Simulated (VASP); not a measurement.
An input for Quantum ESPRESSO's pw.x (written as the equivalent of a VASP run, and not itself run):

```
&CONTROL
  calculation = 'relax'
  pseudo_dir = './pseudo'
  outdir = './out'
  tprnfor = .true.
  tstress = .true.
  nstep = 30
  forc_conv_thr = 3.9e-05
/
&SYSTEM
  ibrav = 0
  nat = 3
  ntyp = 2
  ecutwfc = 70
  occupations = 'smearing'
  smearing = 'gaussian'
  degauss = 0.003675
  input_dft = 'pbe'
/
&ELECTRONS
  conv_thr = 7.3e-10
  electron_maxstep = 100
/
&IONS
/
ATOMIC_SPECIES
  Pb 207.200 Pb.upf
  I 126.904 I.upf
CELL_PARAMETERS angstrom
     2.3392206   -4.0516492    0.0000000
     2.3392206    4.0516492    0.0000000
     0.0000000    0.0000000    7.6708364
ATOMIC_POSITIONS crystal
  Pb   0.0000000  0.0000000  0.0000000
  I    0.3333330  0.6666670  0.2424428
  I    0.6666670  0.3333330  0.7575572
K_POINTS automatic
  5 5 3 0 0 0
```

Question: Write the VASP files for the same calculation (PBE).

Answer: One answer among several that fit: 
INCAR:
```
GGA=PE
SIGMA=0.05   ! width (eV)
ISIF=2
LASPH=.TRUE.
IBRION=1   ! quasi-Newton
ENCUT=400   ! plane-wave cut-off (eV)
PREC=Accurate
LMAXMIX=4
NELM=100   ! most electronic steps
EDIFFG=-0.001   ! ionic stop
ALGO=Normal
NSW=30
LWAVE=.FALSE.
EDIFF=1E-8   ! SCF stop (eV)
ISMEAR=0
SYSTEM=PbI2
LREAL=.FALSE.
LCHARG=.FALSE.
```

POSCAR:
```
PbI2
1.0
  2.3392206348  -4.0516491602   0.0000000000
  2.3392206348   4.0516491602   0.0000000000
  0.0000000000   0.0000000000   7.6708364372
Pb I
1 2
Direct
  0.0000000000   0.0000000000   0.0000000000
  0.3333330000   0.6666670000   0.2424428364
  0.6666670000   0.3333330000   0.7575571636
```

File KPOINTS:
```
kpoints
0
Gamma
  5 5 3
0 0 0
```

POTCAR, in this order: Pb_d I (PBE.64 set). Program: vasp_std.

Limits of the translation: the potentials are each code's own (VASP's PAW set, PseudoDojo norm-conserving files in pw.x), so ENCUT and ecutwfc are chosen apart and not converted; conv_thr bounds pw.x's estimated SCF error, while EDIFF bounds the energy change between steps; forc_conv_thr acts on force components and is met together with etot_conv_thr.

The compound is PbI2 in the 1T layered structure. This run relaxes the ions in a fixed cell. Symmetry was kept, so distortions that lower it aren't found. The start is the result of an earlier pass.
